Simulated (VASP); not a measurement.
Write the native input for VASP 6.6.1 that does the following.

* Task: single point
* Functional: PBE
* Potentials or basis: VASP PAW PBE potentials, release 64 (Hf_pv, Pb_d, I)
* Cutoff: 520 eV
* k mesh: 6 × 6 × 6
* Occupations: gaussian, width 0.1 eV
* Spin: no spin polarisation
* Dipole correction: no
* Further INCAR settings: ALGO = Fast; EDIFF = 1e-07; NBANDS = 46

The structure of HfPb3I3 lies in POSCAR:

```
HfPb3I3
1.0
    6.4676064777      0.0000000000      0.0000000000
    0.0000000000      6.4676064777      0.0000000000
    0.0000000000      0.0000000000      6.4676064777
Hf Pb I
1 3 3
Direct
    0.0000000000      0.0000000000      0.0000000000
    0.0000000000      0.5000000000      0.5000000000
    0.5000000000      0.0000000000      0.5000000000
    0.5000000000      0.5000000000      0.0000000000
    0.5000000000      0.0000000000      0.0000000000
    0.0000000000      0.5000000000      0.0000000000
    0.0000000000      0.0000000000      0.5000000000
```

The cell was built by a generator and needn't be a form met in nature.

One way to write it, as run:

INCAR

```
SYSTEM = HfPb3I3
PREC = Accurate
ENCUT = 520
EDIFF = 1E-7
ISMEAR = 0
SIGMA = 0.1
LREAL = .False.
LASPH = .True.
NELM = 100
ALGO = Fast
ISIF = 2
LWAVE = .False.
LCHARG = .False.
GGA = PE
NBANDS = 46
```

KPOINTS

```
regular mesh
0
Gamma
  6 6 6
  0 0 0
```

Potentials or basis: VASP PAW PBE potentials, release 64 (Hf_pv, Pb_d, I).

The run is started by

```console
$ cat potpaw_PBE.64/Hf_pv/POTCAR potpaw_PBE.64/Pb_d/POTCAR potpaw_PBE.64/I/POTCAR > POTCAR
$ mpirun -np 1 vasp_std > vasp.out
```

Results of the run:

The pressure is -0.1 GPa and the band gap on the k mesh is none (metal or under the smearing width).

Caveat: an odd number of electrons without spin polarisation forces a metal; a magnetic or distorted state may lie lower.

Run time: 7.9 min on 1 thread of Intel(R) Xeon(R) Platinum 8375C CPU @ 2.90GHz (Ice Lake), with other jobs on the host, peak memory 0.48 GiB.
